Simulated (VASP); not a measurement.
Energy against volume of CuI (zinc blende). Computed with r2SCAN meta-GGA, VASP's PBE PAW potentials (set 64) (plane waves; VASP).

```tsv
V (Å³/atom)	E (eV/atom)
25.655	-17.88201
26.474	-17.89393
27.293	-17.89774
28.111	-17.89477
28.930	-17.88618
```

Problem. Fit a third-order Birch-Murnaghan equation of state.

Solution. 
| Quantity | Result |
|---|---|
| volume per atom | 27.32 Å^3/atom |
| bulk modulus | 43.8 GPa |
| pressure derivative of the bulk modulus | 5.11 |
| lattice constant a | 6.024 Å |

The compound is CuI in the zinc blende structure. It was relaxed first.
